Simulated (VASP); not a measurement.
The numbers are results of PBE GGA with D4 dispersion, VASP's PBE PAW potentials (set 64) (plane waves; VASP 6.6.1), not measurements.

VASP input:

INCAR:
```
SYSTEM = Cd
PREC = Accurate
ENCUT = 520
EDIFF = 1E-7
NELM = 100
ALGO = Normal
LREAL = .FALSE.
LASPH = .TRUE.
ISMEAR = 1
SIGMA = 0.1
GGA = PE
IVDW = 13
LMAXMIX = 4
LWAVE = .FALSE.
LCHARG = .FALSE.
ISIF = 4
IBRION = 2
NSW = 30
EDIFFG = -0.01
```

File KPOINTS:
```
Automatic mesh
0
Gamma
14 14 7
0 0 0
```

**POSCAR**
```
Cd
1
    1.4841394640    -2.5706052563     0.0000000000
    1.4841394640     2.5706052563     0.0000000000
    0.0000000000     0.0000000000     5.4800341540
Cd
2
Direct
  0.3333330000   0.6666670000   0.2500000000
  0.6666670000   0.3333330000   0.7500000000
```

POTCAR, in this order: Cd (PBE.64 set). Program: vasp_std.

### Question
Predict the energy per atom (σ→0), dispersion energy, band gap (on the k-mesh).

### Answer

* **energy per atom (σ→0)**: -1139 meV/atom
* **dispersion energy**: -0.839 eV
* **band gap (on the k-mesh)**: none (metal, semimetal or under 0.01 eV)

### OSZICAR
```
...
   8 F= -.22786295E+01 E0= -.22787788E+01  d E =-.103010E-01
       N       E                     dE             d eps       ncg     rms          rms(c)
DAV:   1    -0.143993515066E+01   -0.46611E-03   -0.20690E-02  3192   0.133E+00    0.103E-01
DAV:   2    -0.143964908344E+01    0.28607E-03   -0.17088E-04  3160   0.201E-01    0.601E-02
DAV:   3    -0.143950497741E+01    0.14411E-03   -0.24742E-04  3336   0.170E-01    0.179E-02
DAV:   4    -0.143950724036E+01   -0.22630E-05   -0.23121E-05  3288   0.686E-02    0.162E-02
DAV:   5    -0.143950720131E+01    0.39053E-07   -0.45071E-08  2256   0.337E-03
   9 F= -.22786538E+01 E0= -.22787847E+01  d E =-.103254E-01
```

The compound is Cd in the hcp structure. This cell is one point of a volume scan, at 0.97 of the reference volume. Symmetry was kept, so distortions that lower it aren't found.
